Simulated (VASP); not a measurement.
Crystal: KF.

```
K F
1.0
     0.00000    2.67350    2.67350
     2.67350    0.00000    2.67350
     2.67350    2.67350    0.00000
K F
1 1
Direct
  0.00000 0.00000 0.00000
  0.50000 0.50000 0.50000
```

- Program: VASP 6.6.1
- Task: relaxation of cell and atoms
- Functional: LDA
- Potentials or basis: VASP PAW LDA potentials, release 64 (K_sv, F)
- Cutoff: 600 eV
- k mesh: 8 × 8 × 8
- Occupations: gaussian, width 0.02 eV
- Spin: no spin polarisation

At the start: pressure -3.6 GPa; volume 19.11 Å³/atom.

Q: How do energy, volume and symmetry change on relaxing?

A: Over 3 steps the energy falls by 22.6 meV/atom and the volume is 17.24 Å³/atom (-9.8 %); space group Fm-3m (No. 225, to 0.05 Å).

The path:
```csv
step,energy change (eV),largest force (eV/Å),pressure (GPa),volume (Å³)
1,0.0000,0.0000,-3.56,38.22
2,-0.0377,0.0000,-1.62,35.92
3,-0.0452,0.0000,0.00,34.48
```

Final structure:
```
CELL_PARAMETERS angstrom
0.00000 2.58323 2.58323
2.58323 0.00000 2.58323
2.58323 2.58323 0.00000
ATOMIC_POSITIONS crystal
K 0.00000 0.00000 0.00000
F 0.50000 0.50000 0.50000
```
